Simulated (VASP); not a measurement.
A VASP calculation is set up with these files.

POSCAR:
```
Ni3Pt
5.9301240
  0.0000000000   0.5000000000   0.5000000000
  0.5000000000   0.0000000000   0.5000000000
  0.5000000000   0.5000000000   0.0000000000
Pt Ni
1 3
Direct
  0.0000000000   0.0000000000   0.0000000000
  0.5000000000   0.5000000000   0.5000000000
  0.2500000000   0.2500000000   0.2500000000
  0.7500000000   0.7500000000   0.7500000000
```

**INCAR**
```
# general
SYSTEM   =  Ni3Pt
PREC     =  Accurate
ENCUT    =  300
LREAL    =  .False.
LASPH    =  .True.

# electronic loop
EDIFF    =  1E-6
NELM     =  100
ALGO     =  Normal
LMAXMIX  =  6

# smearing
ISMEAR   =  0
SIGMA    =  0.136

# functional
GGA      =  PE

# spin
ISPIN    =  2
MAGMOM   =  0.0 3*2.0

# ions
ISIF     =  2

# output
LWAVE    =  .False.
LCHARG   =  .False.
LORBIT   =  11
```

**KPOINTS**
```
Automatic
0
gamma
  7 7 7
```

POTCAR, in this order: Pt Ni (PBE.64 set). Program: vasp_std.

**Question.** Translate this PBE calculation to Quantum ESPRESSO's pw.x.

**Answer.** One equivalent input (not run):
```
&CONTROL
  calculation = 'scf'
  pseudo_dir = './pseudo'
  outdir = './out'
  tprnfor = .true.
  tstress = .true.
/
&SYSTEM
  ibrav = 0
  nat = 4
  ntyp = 2
  ecutwfc = 98
  occupations = 'smearing'
  smearing = 'gaussian'
  degauss = 0.009996
  input_dft = 'pbe'
  nspin = 2
  starting_magnetization(2) = 0.2
/
&ELECTRONS
  conv_thr = 7.3e-08
  electron_maxstep = 100
/
ATOMIC_SPECIES
  Pt 195.084 Pt.upf
  Ni 58.693 Ni.upf
CELL_PARAMETERS angstrom
     0.0000000    2.9650620    2.9650620
     2.9650620    0.0000000    2.9650620
     2.9650620    2.9650620    0.0000000
ATOMIC_POSITIONS crystal
  Pt   0.0000000  0.0000000  0.0000000
  Ni   0.5000000  0.5000000  0.5000000
  Ni   0.2500000  0.2500000  0.2500000
  Ni   0.7500000  0.7500000  0.7500000
K_POINTS automatic
  7 7 7 0 0 0
```
What does not carry over: the potentials are each code's own (VASP's PAW set, PseudoDojo norm-conserving files in pw.x), so ENCUT and ecutwfc are chosen apart and not converted; conv_thr bounds pw.x's estimated SCF error, while EDIFF bounds the energy change between steps; starting_magnetization is a fraction of the valence charge and MAGMOM a moment in μB, so they match only roughly.

The structure was generated: Ni3Pt was put into an ordered model structure, which need not be its known phase. The cell was not relaxed at this level, and its volume differs by -5.9 % from the start's.
